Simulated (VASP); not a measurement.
An input for Quantum ESPRESSO's pw.x (written as the equivalent of a VASP run, and not itself run):

```
&CONTROL
  calculation = 'scf'
  pseudo_dir = './pseudo'
  outdir = './out'
  tprnfor = .true.
  tstress = .true.
/
&SYSTEM
  ibrav = 0
  nat = 8
  ntyp = 3
  ecutwfc = 88
  occupations = 'smearing'
  smearing = 'gaussian'
  degauss = 0.003675
  input_dft = 'pbe'
/
&ELECTRONS
  conv_thr = 7.3e-08
  electron_maxstep = 100
/
ATOMIC_SPECIES
  Zn 65.380 Zn.upf
  Be 9.012 Be.upf
  O 15.999 O.upf
CELL_PARAMETERS angstrom
     2.9484442   -4.9572127   -0.0045251
     1.4094241    2.4411950    0.0000000
    -0.0034485    0.0019910    4.6575904
ATOMIC_POSITIONS crystal
  Zn   0.3406484  0.3406484  0.5080631
  Be   0.1572066  0.6572076  0.0100225
  Be   0.8352857  0.3352847  0.4911999
  Be   0.6772288  0.6772298  0.0007867
  O    0.3362024  0.3362024  0.9260469
  O    0.1230529  0.6230539  0.3519977
  O    0.8318719  0.3318709  0.8635818
  O    0.6985014  0.6985024  0.3603014
K_POINTS automatic
  4 8 5 0 0 0
```

**Question.** Translate this input to VASP (INCAR, KPOINTS, POSCAR, choice of POTCAR).

**Answer.** Several could match; the one computed here: 
### POSCAR
```
Be3ZnO4
1
    2.9484441615    -4.9572127304    -0.0045250811
    1.4094240846     2.4411950280     0.0000000009
   -0.0034484507     0.0019909650     4.6575903674
Zn Be O
1 3 4
Direct
  0.3406483968   0.3406483968   0.5080631320
  0.1572065941   0.6572075941   0.0100225383
  0.8352856670   0.3352846669   0.4911998649
  0.6772288198   0.6772298197   0.0007867109
  0.3362023750   0.3362023750   0.9260468663
  0.1230529397   0.6230539405   0.3519977026
  0.8318718558   0.3318708558   0.8635818170
  0.6985013517   0.6985023509   0.3603013681
```

INCAR:
```
ALGO = Normal   ! blocked Davidson
NELM = 100
LREAL = .False.   ! projection in real space or not
PREC = Accurate
LCHARG = .True.
GGA = PE   ! PBE
SIGMA = 0.05   ! width (eV)
LMAXMIX = 4
EDIFF = 1E-6   ! SCF stop (eV)
SYSTEM = Be3ZnO4
ENCUT = 500   ! plane-wave cut-off (eV)
LASPH = .True.   ! aspherical one-centre terms
LWAVE = .False.
ISMEAR = 0
```

KPOINTS:
```
Automatic mesh
0
Gamma
4 8 5
0 0 0
```

POTCAR, in this order: Zn Be O (PBE.64 set). Program: vasp_std.

What does not carry over: the potentials are each code's own (VASP's PAW set, PseudoDojo norm-conserving files in pw.x), so ENCUT and ecutwfc are chosen apart and not converted; conv_thr bounds pw.x's estimated SCF error, while EDIFF bounds the energy change between steps.

The structure was generated: Be3ZnO4 was put into an ordered model structure (Pm), which need not be its known phase. It was relaxed first.
